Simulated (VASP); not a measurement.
Consider the following.

```
CELL_PARAMETERS angstrom
      0.00000     3.06162     3.06162
      3.06162     0.00000     3.06162
      3.06162     3.06162     0.00000
ATOMIC_POSITIONS crystal
  Cd 0.00000 0.00000 0.00000
  Se 0.25000 0.25000 0.25000
```

These are PBE GGA with D3 dispersion (Becke-Johnson damping), VASP's PBE PAW potentials (set 64) (plane waves; VASP 6.6.1) values and carry that method's errors. Settings: 520 eV cut-off, 7×7×7 Γ-centred mesh, Gaussian smearing of 0.050 eV, potentials Cd Se.

Estimate the energy per atom (σ→0), band gap (on the k-mesh) with the smallest direct gap where there is one.

```json
{
  "band gap (on the k-mesh)": "0.57 eV",
  "smallest direct gap (on the k-mesh)": "0.57 eV",
  "energy per atom (σ→0)": "-3.053 eV/atom"
}
```

Only differences to runs with the same potentials and settings are physical.

The compound is CdSe in the zinc blende structure, whereas wurtzite is the usual form. It was relaxed first. The start is the result of an earlier pass.
